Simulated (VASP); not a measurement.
An input for Ansatz (written as the equivalent of a VASP run, and not itself run):

Ansatz 0.2 input:
```yaml
crystal:
  lattice:
    - [2.2273050, -3.8578051, 0.0000000]
    - [2.2273050, 3.8578051, 0.0000000]
    - [0.0000000, 0.0000000, 9.7441541]
  atoms:
    - { symbol: Hg, position: [0.7624364, 0.0000000, 0.6666670] }
    - { symbol: Hg, position: [0.0000000, 0.7624364, 0.3333330] }
    - { symbol: Hg, position: [0.2375636, 0.2375636, 0.0000000] }
    - { symbol: S, position: [0.4517562, 0.0000000, 0.1666670] }
    - { symbol: S, position: [0.0000000, 0.4517562, 0.8333330] }
    - { symbol: S, position: [0.5482438, 0.5482438, 0.5000000] }
kpoints:
  mp_grid: { grid: [5, 5, 2] }
hamiltonian:
  xc: pbe
  pseudopotentials: { kind: paw }
scf:
  occupations: { method: gaussian, width: 0.05 }
  max_iter: 100
relax:
  max_steps: 30
  f_tol: 0.001
output: { forces: true, stress: true, eigenvalues: true }
```

**Question.** Translate this input to VASP (INCAR, KPOINTS, POSCAR, choice of POTCAR).

**Answer.** One answer among several that fit: 
**INCAR**
```
! general
SYSTEM  = HgS
PREC    = Accurate
ENCUT   = 400
LREAL   = .FALSE.
LASPH   = .TRUE.

! electronic loop
EDIFF   = 1E-8
NELM    = 100
ALGO    = Normal
LMAXMIX = 6

! smearing
ISMEAR  = 0
SIGMA   = 0.05

! functional
GGA     = PE

! ions
IBRION  = 1
NSW     = 30
ISIF    = 2
EDIFFG  = -0.001

! output
LWAVE   = .FALSE.
LCHARG  = .FALSE.
```

### POSCAR
```
HgS
1
    2.2273050165    -3.8578050848     0.0000000000
    2.2273050165     3.8578050848     0.0000000000
    0.0000000000     0.0000000000     9.7441541055
Hg S
3 3
Direct
  0.7624364452   0.0000000000   0.6666670000
  0.0000000000   0.7624364452   0.3333330000
  0.2375635549   0.2375635549   0.0000000000
  0.4517561739   0.0000000000   0.1666670000
  0.0000000000   0.4517561739   0.8333330000
  0.5482438261   0.5482438261   0.5000000000
```

### KPOINTS
```
Automatic mesh
0
Gamma
5 5 2
0 0 0
```

POTCAR, in this order: Hg S (PBE.64 set). Program: vasp_std.

The two are equivalent in intent, not identical: each code has its own PAW files, so the cut-off isn't converted (ENCUT is set for VASP's; basis.ecutwfc is left out, and Ansatz then takes the one that its files recommend); Ansatz stops its SCF on the density residual and VASP on the energy change (EDIFF).

The compound is HgS in the cinnabar structure. This run relaxes the ions in a fixed cell. Symmetry was kept, so distortions that lower it aren't found. The start is the result of an earlier pass.
